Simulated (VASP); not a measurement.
Input:

```xyz
4
Lattice="1.2330 -2.1357 0.0000 1.2330 2.1357 0.0000 0.0000 0.0000 8.7683" Properties=species:S:1:pos:R:3 pbc="T T T"
C      0.0000     0.0000     2.1921
C      0.0000     0.0000     6.5762
C      1.2330     0.7119     2.1921
C      1.2330    -0.7119     6.5762
```

All values below come from TPSS meta-GGA, VASP's PBE PAW potentials (set 64) (plane waves; VASP). Settings: 520 eV cut-off, 11×11×3 Γ-centred mesh, tetrahedra with Blöchl corrections, potentials C.

The cores are frozen, which limits the accuracy of field gradients. Without a dispersion term in the relaxation, distances and binding between the weakly bound layers, chains or molecules are unreliable, and so is what depends on them.

Problem. Give the principal components of the electric field gradient (V/Å²) and the asymmetry η at each nucleus.

Solution. 
| atom | Vxx | Vyy | Vzz | η |
|---|---|---|---|---|
| C1 | -14.9 | -14.9 | 29.7 | 0.00 |
| C2 | -14.9 | -14.9 | 29.7 | 0.00 |
| C3 | -14.8 | -14.8 | 29.7 | 0.00 |
| C4 | -14.8 | -14.8 | 29.7 | 0.00 |

The compound is C in the graphite structure. It was relaxed first, which changed the volume by +31 %.
